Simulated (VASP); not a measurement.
MgCd2S3: single point with r2SCAN

MgCd2S3:

```
Mg Cd S
1.0
     4.14360    0.00000    0.00000
    -2.07180    3.58846    0.00000
     0.00000    0.00000   10.12871
Mg Cd S
1 2 3
Direct
  0.00000 0.00000 0.99779
  0.33333 0.66667 0.32977
  0.66667 0.33333 0.67227
  0.00000 0.00000 0.24088
  0.66667 0.33333 0.92609
  0.33333 0.66667 0.58306
```

The cell was built by a generator and needn't be a form met in nature.

```
Program             : VASP 6.6.1
Task                : single point
Functional          : r2SCAN
Potentials or basis : VASP PAW PBE potentials, release 64 (Mg, Cd, S)
Cutoff              : 520 eV
k mesh              : 8 × 8 × 4
Occupations         : gaussian, width 0.03 eV
Spin                : no spin polarisation
```

- Pressure: -1.4 GPa
- Largest force: 0.028 eV/Å
- Band gap on the k mesh: 1.99 eV, direct

Forces on the atoms (eV/Å):
```
Mg   0.000  0.000  0.022
Cd   0.000  0.000  0.004
Cd   0.000  0.000 -0.016
S    0.000  0.000  0.013
S    0.000  0.000 -0.028
S    0.000  0.000  0.005
```

Levels at points of the mesh, in eV from the valence-band top:
```csv
k point,band 20,band 21,band 22,band 23,band 24,band 25
"(0.00, 0.00, 0.00)",-0.16,0.00,0.00,1.99,3.63,4.39
"(0.50, 0.00, 0.00)",-1.33,-1.10,-0.86,3.85,4.42,4.63
"(0.00, 0.00, 0.50)",-0.33,-0.05,-0.05,2.83,3.22,4.29
"(0.50, 0.00, 0.50)",-1.37,-0.75,-0.69,3.75,4.43,4.61
```

Wall time 2.7 min on 4 MPI ranks on Intel(R) Xeon(R) Platinum 8488C (Sapphire Rapids), on a shared host, peak memory 0.39 GiB a rank.

Caveat: the PAW data sets were made with another functional, which shifts forces and pressure a little. r2SCAN opens gaps a little over a GGA but as a rule still falls short of measured ones.
